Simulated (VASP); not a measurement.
Input of a VASP 6.6.1 run:

The input INCAR:

```
SYSTEM = PtSe2
  ALGO = Fast
  EDIFF = 1E-7
  EDIFFG = -0.002
  ENCUT = 520
  GGA = PS
  IBRION = 2
  ISIF = 3
  ISMEAR = 0
  LASPH = .TRUE.
  LCHARG = .FALSE.
  LREAL = .FALSE.
  LWAVE = .FALSE.
  NELM = 60
  NSW = 80
  PREC = Accurate
  SIGMA = 0.02
```

File KPOINTS:

```
k-points
0
G
  9 9 6
  0 0 0
```

File POSCAR:

```
PtSe2                                   
1.0
    3.7585145495      0.0000000000      0.0000000000
   -1.8792572748      3.2549690766     -0.0000000000
    0.0000000000      0.0000000000      4.8719663895
  Pt              Se            
     1     2
Direct
     0.0000000000000000    1.0000000000000000    0.0000000000000000
     0.3333333300000021    0.6666666699999979    0.2608756203605465
     0.6666666699999979    0.3333333300000021    0.7391243796394537
```

Potentials or basis: VASP PAW PBE potentials, release 64 (Pt, Se).

Command:

```sh
$ cat potpaw_PBE.64/Pt/POTCAR potpaw_PBE.64/Se/POTCAR > POTCAR
$ mpirun -np 1 vasp_std > vasp.out
```

(1) Estimate the band gap on the k mesh.

Answers

(1) none (metal or under the smearing width).

Caveat: the relaxation stopped at its first step, so nothing moved.
